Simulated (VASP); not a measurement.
Calculation: PBE GGA, VASP's PBE PAW potentials (set 64) (plane waves; VASP).

VASP input:

### INCAR
```
# general
SYSTEM =MgI2
PREC   =Accurate
ENCUT  =480
LREAL  =.False.
LASPH  =.True.

# electronic loop
EDIFF  =1E-7
NELM   =100
ALGO   =Normal
LMAXMIX=4

# smearing
ISMEAR =0
SIGMA  =0.05

# functional
GGA    =PE

# ions
IBRION =2
NSW    =40
ISIF   =3
EDIFFG =-0.01
PSTRESS=200

# output
LWAVE  =.False.
LCHARG =.False.
```

POSCAR:
```
MgI2
1
    2.1041397787    -3.6444765601     0.0000000000
    2.1041397787     3.6444765601    -0.0000000000
    0.0000000000    -0.0000000000     7.5570257345
Mg I
1 2
Direct
  0.0000000000   0.0000000000   0.0000000000
  0.3333330000   0.6666670000   0.2209605370
  0.6666670000   0.3333330000   0.7790394630
```

**KPOINTS**
```
Automatic mesh
0
Gamma
6 6 4
0 0 0
```

POTCAR, in this order: Mg I (PBE.64 set). Program: vasp_std.

Output of the run:

### OSZICAR
```
...
   9 F= 0.27523425E+01 E0= 0.27523425E+01  d E =-.119427E+01
       N       E                     dE             d eps       ncg     rms          rms(c)
DAV:   1    -0.588964733351E+01   -0.70683E-01   -0.51472E-01   588   0.441E+00    0.353E-01
DAV:   2    -0.588946437667E+01    0.18296E-03   -0.21051E-02   648   0.106E+00    0.217E-01
DAV:   3    -0.588880572472E+01    0.65865E-03   -0.90555E-04   648   0.196E-01    0.130E-01
DAV:   4    -0.588861899604E+01    0.18673E-03   -0.38010E-04   680   0.110E-01    0.960E-02
DAV:   5    -0.588861003743E+01    0.89586E-05   -0.40345E-05   828   0.421E-02    0.142E-02
DAV:   6    -0.588861065855E+01   -0.62111E-06   -0.50120E-07   644   0.544E-03    0.301E-03
DAV:   7    -0.588861096154E+01   -0.30299E-06   -0.71709E-08   384   0.184E-03    0.863E-04
DAV:   8    -0.588861106399E+01   -0.10245E-06   -0.13591E-08   296   0.903E-04    0.273E-04
DAV:   9    -0.588861104812E+01    0.15877E-07   -0.15696E-09   288   0.357E-04
  10 F= 0.27485969E+01 E0= 0.27485969E+01  d E =-.119802E+01
       N       E                     dE             d eps       ncg     rms          rms(c)
DAV:   1    -0.708449995292E+01   -0.11959E+01   -0.10094E+01   632   0.176E+01    0.359E+00
DAV:   2    -0.675194337133E+01    0.33256E+00   -0.63939E-01   612   0.542E+00    0.197E+00
DAV:   3    -0.665195966365E+01    0.99984E-01   -0.20574E-01   628   0.246E+00    0.643E-01
DAV:   4    -0.664355560563E+01    0.84041E-02   -0.14490E-02   684   0.720E-01    0.921E-01
DAV:   5    -0.664186177857E+01    0.16938E-02   -0.36017E-03   748   0.373E-01    0.195E-01
DAV:   6    -0.664187061963E+01   -0.88411E-05   -0.19441E-04   608   0.102E-01    0.498E-02
DAV:   7    -0.664187596725E+01   -0.53476E-05   -0.10949E-05   700   0.235E-02    0.129E-02
DAV:   8    -0.664187768256E+01   -0.17153E-05   -0.11298E-06   656   0.837E-03    0.219E-03
DAV:   9    -0.664187769643E+01   -0.13863E-07   -0.70410E-08   436   0.210E-03
  11 F= 0.27844407E+01 E0= 0.27844407E+01  d E =0.358438E-01
       N       E                     dE             d eps       ncg     rms          rms(c)
DAV:   1    -0.640232056044E+01    0.23956E+00   -0.35991E+00   636   0.109E+01    0.237E+00
DAV:   2    -0.628577039649E+01    0.11655E+00   -0.18900E-01   600   0.307E+00    0.101E+00
DAV:   3    -0.625087078320E+01    0.34900E-01   -0.89299E-02   640   0.161E+00    0.526E-01
DAV:   4    -0.624964900563E+01    0.12218E-02   -0.25298E-03   788   0.363E-01    0.506E-01
DAV:   5    -0.624886612970E+01    0.78288E-03   -0.24327E-03   708   0.283E-01    0.333E-02
DAV:   6    -0.624885699738E+01    0.91323E-05   -0.13753E-04   628   0.841E-02    0.228E-02
DAV:   7    -0.624885835593E+01   -0.13585E-05   -0.56336E-06   684   0.167E-02    0.724E-03
DAV:   8    -0.624885846263E+01   -0.10670E-06   -0.12742E-06   644   0.682E-03    0.260E-03
DAV:   9    -0.624885838783E+01    0.74799E-07   -0.83932E-08   424   0.235E-03
  12 F= 0.27096698E+01 E0= 0.27096698E+01  d E =-.389271E-01
       N       E                     dE             d eps       ncg     rms          rms(c)
DAV:   1    -0.624314754093E+01    0.57109E-02   -0.10465E+00   676   0.594E+00    0.651E-01
DAV:   2    -0.623022716472E+01    0.12920E-01   -0.29226E-02   644   0.129E+00    0.356E-01
DAV:   3    -0.622302400004E+01    0.72032E-02   -0.15705E-02   696   0.793E-01    0.925E-02
DAV:   4    -0.622312509856E+01   -0.10110E-03   -0.11289E-03   636   0.218E-01    0.696E-02
DAV:   5    -0.622312756818E+01   -0.24696E-05   -0.14392E-05   704   0.328E-02    0.391E-02
DAV:   6    -0.622313155489E+01   -0.39867E-05   -0.10040E-05   604   0.259E-02    0.758E-03
DAV:   7    -0.622313184803E+01   -0.29314E-06   -0.41998E-07   680   0.533E-03    0.503E-03
DAV:   8    -0.622313184089E+01    0.71396E-08   -0.83186E-08   336   0.216E-03
  13 F= 0.26958663E+01 E0= 0.26958663E+01  d E =-.138034E-01
       N       E                     dE             d eps       ncg     rms          rms(c)
DAV:   1    -0.621537531843E+01    0.77565E-02   -0.50523E-02   660   0.130E+00    0.144E-01
DAV:   2    -0.621474969169E+01    0.62563E-03   -0.13829E-03   656   0.283E-01    0.782E-02
DAV:   3    -0.621440770435E+01    0.34199E-03   -0.76107E-04   676   0.174E-01    0.207E-02
DAV:   4    -0.621441286812E+01   -0.51638E-05   -0.52406E-05   648   0.473E-02    0.161E-02
DAV:   5    -0.621441304474E+01   -0.17662E-06   -0.72322E-07   692   0.725E-03    0.860E-03
DAV:   6    -0.621441327308E+01   -0.22834E-06   -0.50315E-07   604   0.566E-03    0.191E-03
DAV:   7    -0.621441327273E+01    0.35084E-09   -0.17924E-08   328   0.118E-03
  14 F= 0.26953852E+01 E0= 0.26953852E+01  d E =-.142846E-01
       N       E                     dE             d eps       ncg     rms          rms(c)
DAV:   1    -0.621338380100E+01    0.10295E-02   -0.63061E-04   656   0.145E-01    0.160E-02
DAV:   2    -0.621337598952E+01    0.78115E-05   -0.17305E-05   652   0.317E-02    0.875E-03
DAV:   3    -0.621337197001E+01    0.40195E-05   -0.95309E-06   672   0.195E-02    0.232E-03
DAV:   4    -0.621337207682E+01   -0.10681E-06   -0.65004E-07   632   0.527E-03    0.180E-03
DAV:   5    -0.621337208563E+01   -0.88125E-08   -0.81208E-09   308   0.813E-04
  15 F= 0.26953876E+01 E0= 0.26953876E+01  d E =-.142822E-01
       N       E                     dE             d eps       ncg     rms          rms(c)
DAV:   1    -0.623346552523E+01   -0.20093E-01   -0.12156E-02   616   0.657E-01    0.897E-02
DAV:   2    -0.623328770415E+01    0.17782E-03   -0.52710E-04   664   0.160E-01    0.440E-02
DAV:   3    -0.623321716776E+01    0.70536E-04   -0.16821E-04   640   0.712E-02    0.330E-02
DAV:   4    -0.623321609087E+01    0.10769E-05   -0.39540E-06   812   0.154E-02    0.303E-02
DAV:   5    -0.623321514617E+01    0.94471E-06   -0.30111E-06   704   0.112E-02    0.638E-03
DAV:   6    -0.623321504695E+01    0.99215E-07   -0.17962E-07   528   0.336E-03
  16 F= 0.26952763E+01 E0= 0.26952763E+01  d E =-.111302E-03
       N       E                     dE             d eps       ncg     rms          rms(c)
DAV:   1    -0.623109146605E+01    0.21237E-02   -0.14010E-04   616   0.705E-02    0.961E-03
DAV:   2    -0.623108931714E+01    0.21489E-05   -0.61011E-06   660   0.173E-02    0.460E-03
DAV:   3    -0.623108867811E+01    0.63903E-06   -0.19736E-06   632   0.771E-03    0.354E-03
DAV:   4    -0.623108870119E+01   -0.23077E-07   -0.36547E-08   360   0.167E-03
  17 F= 0.26952747E+01 E0= 0.26952747E+01  d E =-.112896E-03
       N       E                     dE             d eps       ncg     rms          rms(c)
DAV:   1    -0.622238080443E+01    0.87079E-02   -0.58655E-03   608   0.485E-01    0.426E-02
DAV:   2    -0.622236730001E+01    0.13504E-04   -0.30254E-04   640   0.126E-01    0.337E-02
DAV:   3    -0.622235722982E+01    0.10070E-04   -0.16523E-05   664   0.253E-02    0.139E-02
DAV:   4    -0.622235434580E+01    0.28840E-05   -0.70547E-06   616   0.142E-02    0.539E-03
DAV:   5    -0.622235454538E+01   -0.19958E-06   -0.64396E-07   724   0.495E-03    0.435E-03
DAV:   6    -0.622235461631E+01   -0.70928E-07   -0.27876E-08   316   0.133E-03
  18 F= 0.26952549E+01 E0= 0.26952549E+01  d E =-.197965E-04
       N       E                     dE             d eps       ncg     rms          rms(c)
DAV:   1    -0.622580596310E+01   -0.34514E-02   -0.89907E-04   608   0.190E-01    0.165E-02
DAV:   2    -0.622580364138E+01    0.23217E-05   -0.46745E-05   636   0.494E-02    0.134E-02
DAV:   3    -0.622580162740E+01    0.20140E-05   -0.24881E-06   672   0.989E-03    0.566E-03
DAV:   4    -0.622580054494E+01    0.10825E-05   -0.11164E-06   612   0.565E-03    0.206E-03
DAV:   5    -0.622580031743E+01    0.22751E-06   -0.82474E-08   340   0.195E-03    0.129E-03
DAV:   6    -0.622580026637E+01    0.51066E-07   -0.21662E-08   300   0.115E-03
  19 F= 0.26952402E+01 E0= 0.26952402E+01  d E =-.344833E-04
```

OUTCAR:
```
------------------------ aborting loop because EDIFF is reached ----------------------------------------
  FORCE on cell =-STRESS in cart. coord.  units (eV):
  Direction    XX          YY          ZZ          XY          YZ          ZX
  --------------------------------------------------------------------------------------
  Total        8.9194436      8.9194318      8.9424292      0.0000000     -0.0000000      0.0000000
  in kB      199.9641991    199.9639354    200.4795118      0.0000000     -0.0000000      0.0000000
  external PRESSURE =       0.1358821 kB  Pullay stress =     200.0000000 kB
  volume of cell :       71.47
      direct lattice vectors                 reciprocal lattice vectors
     1.854586477 -3.212235887  0.000000000     0.269601880 -0.155654820 -0.000000000
     1.854586477  3.212235887 -0.000000000     0.269601880  0.155654820  0.000000000
    -0.000000000 -0.000000000  5.998070715     0.000000000  0.000000000  0.166720275
 POSITION                                       TOTAL-FORCE (eV/Angst)
 -----------------------------------------------------------------------------------
      0.00000      0.00000      0.00000        -0.000000     -0.000000      0.000000
      1.85459      1.07075      1.65564         0.000000     -0.000000     -0.000500
      1.85459     -1.07075      4.34243         0.000000      0.000000      0.000500
 -----------------------------------------------------------------------------------
    total drift:                               -0.000000      0.000000      0.000000
  FREE ENERGIE OF THE ION-ELECTRON SYSTEM (eV)
  ---------------------------------------------------
  free  energy   TOTEN  =        -6.2258002664 eV

  energy  without entropy=       -6.2258002664  energy(sigma->0) =       -6.22580027
  enthalpy is  TOTEN    =         2.6952401917 eV   P V=        8.9210404581

 reached required accuracy - stopping structural energy minimisation
```
(Selected blocks of OUTCAR.)

**CONTCAR**
```
MgI2
   1.00000000000000
     1.8545864769861042   -3.2122358867944016    0.0000000000000000
     1.8545864769861042    3.2122358867944016   -0.0000000000000000
    -0.0000000000000000   -0.0000000000000000    5.9980707147935863
  Mg              I
     1     2
Direct
     0.0000000000000000    0.0000000000000000    0.0000000000000000
     0.3333330000000032    0.6666669999999968    0.2760291424425687
     0.6666669999999968    0.3333330000000032    0.7239708575574311
```

**OUTCAR**
```
 val. band max:        6.8388099019   @ k =   0.0000   0.0000   0.0000

 cond. band min:       9.4322324714   @ k =   0.3333   0.3333   0.0000


 Fermi energy:         7.0658502972

 k-point     1 :       0.0000    0.0000    0.0000
  band No.  band energies     occupation
      1      -7.5607      2.00000
      2      -5.8526      2.00000
      3       0.5741      2.00000
      4       5.8420      2.00000
      5       5.8420      2.00000
      6       6.6990      2.00000
      7       6.6990      2.00000
      8       6.8388      2.00000
      9      11.4002      0.00000
     10      11.6962      0.00000
     11      13.3386      0.00000
     12      13.7337      0.00000

 k-point     2 :       0.1667    0.0000    0.0000
  band No.  band energies     occupation
      1      -7.2839      2.00000
      2      -5.6936      2.00000
      3       0.9209      2.00000
      4       4.1780      2.00000
      5       5.2511      2.00000
      6       5.3095      2.00000
      7       6.5788      2.00000
      8       6.5958      2.00000
      9      11.7152      0.00000
     10      12.5308      0.00000
     11      13.0212      0.00000
     12      13.5972      0.00000

 k-point     3 :       0.3333    0.0000    0.0000
  band No.  band energies     occupation
      1      -6.5645      2.00000
      2      -5.4102      2.00000
      3       1.8282      2.00000
      4       2.0845      2.00000
      5       3.1840      2.00000
      6       4.5878      2.00000
      7       5.5314      2.00000
      8       6.1734      2.00000
      9      10.4164      0.00000
     10      11.7057      0.00000
     11      12.0964      0.00000
     12      13.3351      0.00000

 k-point     4 :       0.5000    0.0000    0.0000
  band No.  band energies     occupation
      1      -5.9756      2.00000
      2      -5.4140      2.00000
      3       1.1621      2.00000
      4       2.2309      2.00000
      5       2.8848      2.00000
      6       4.3032      2.00000
...
```

Energy and stress use the plane-wave basis of the starting cell. Without a dispersion term in the relaxation, distances and binding between the weakly bound layers, chains or molecules are unreliable, and so is what depends on them. Unless said otherwise, spin-orbit coupling is left out, though it shifts the bands of the heavy elements here.

The compound is MgI2 in the 1T layered structure. This run relaxes it under an external pressure of 20 GPa. Symmetry was kept, so distortions that lower it aren't found.
